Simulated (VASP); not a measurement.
Given:

```
CELL_PARAMETERS angstrom
      0.00000     2.68502     2.68502
      2.68502     0.00000     2.68502
      2.68502     2.68502     0.00000
ATOMIC_POSITIONS crystal
  Si 0.25000 0.25000 0.25000
  Si 0.75000 0.75000 0.75000
  Ni 0.00000 0.00000 0.00000
```

Level of theory: PBEsol GGA, VASP's PBE PAW potentials (set 64) (plane waves; VASP). Settings: 480 eV cut-off, 10×10×10 Γ-centred mesh, first-order Methfessel-Paxton smearing of 0.10 eV, potentials Si Ni.

Give the stress tensor in GPa (positive for a compressed cell).

```
2.07  0.00  0.00
0.00  2.07  0.00
0.00  0.00  2.07
```
The pressure is its mean diagonal, 2.07 GPa.

The compound is NiSi2 in the fluorite structure. This cell was strained or had an atom moved on purpose. The run is not spin-polarised, so no magnetic state was tried.
